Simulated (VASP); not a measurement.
The input files of a VASP run:

KPOINTS:
```
Automatic mesh
0
Gamma
13 13 13
0 0 0
```

**INCAR**
```
! general
SYSTEM =Pb
PREC   =Accurate
ENCUT  =520   ! plane-wave cut-off (eV)
LREAL  =.FALSE.   ! projection in real space or not
LASPH  =.TRUE.

! electronic loop
EDIFF  =1E-7   ! SCF stop (eV)
NELM   =100
ALGO   =Normal
LMAXMIX=4
LMIXTAU=.TRUE.

! smearing
ISMEAR =1   ! Methfessel-Paxton
SIGMA  =0.1   ! width (eV)

! functional
METAGGA=R2SCAN

! ions
ISIF   =2   ! forces and stress, cell fixed

! output
LWAVE  =.FALSE.
LCHARG =.FALSE.
```

POSCAR:
```
Pb
1
    0.0000000000     2.5189241311     2.5189241311
    2.5189241311     0.0000000000     2.5189241311
    2.5189241311     2.5189241311     0.0000000000
Pb
1
Direct
  0.0000000000   0.0000000000   0.0000000000
```

POTCAR, in this order: Pb_d (PBE.64 set). Program: vasp_std.

Translate this r2SCAN calculation to Ansatz.

One equivalent input (not run):
Ansatz 0.2 input:
```yaml
crystal:
  lattice:
    - [0.0000000, 2.5189241, 2.5189241]
    - [2.5189241, 0.0000000, 2.5189241]
    - [2.5189241, 2.5189241, 0.0000000]
  atoms:
    - { symbol: Pb, position: [0.0000000, 0.0000000, 0.0000000] }
kpoints:
  mp_grid: { grid: [13, 13, 13] }
hamiltonian:
  xc: r2scan
  pseudopotentials: { kind: paw }
scf:
  occupations: { method: methfessel_paxton, width: 0.1 }
  max_iter: 100
output: { forces: true, stress: true, eigenvalues: true }
```
What does not carry over: each code has its own PAW files, so the cut-off isn't converted (ENCUT is set for VASP's; basis.ecutwfc is left out, and Ansatz then takes the one that its files recommend); Ansatz stops its SCF on the density residual and VASP on the energy change (EDIFF).

The compound is Pb in the fcc structure. This cell is one point of a volume scan, at 1.03 of the reference volume.
